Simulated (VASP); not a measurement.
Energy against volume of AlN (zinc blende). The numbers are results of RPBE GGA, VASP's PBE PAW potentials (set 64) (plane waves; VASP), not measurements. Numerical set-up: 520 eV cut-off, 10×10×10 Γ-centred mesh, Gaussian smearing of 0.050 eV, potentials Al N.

```tsv
V (Å³/atom)	E (eV/atom)
10.181	-7.04120
10.506	-7.06057
10.831	-7.06673
11.156	-7.06152
```

Q: Fit these four points and predict the energy of the run at 11.481 Å³/atom.

A: A cubic in V^(−2/3), the third-order Birch-Murnaghan form, passes through the four points with V0 = 10.84 Å³/atom and B0 = 186 GPa, and gives -7.0465 eV/atom there. The run gave -7.0465 eV/atom, +0.0 meV/atom from the fit; all five points give B0 = 186 GPa.

The compound is AlN in the zinc blende structure, a metastable form; wurtzite is the usual one. It was relaxed first.
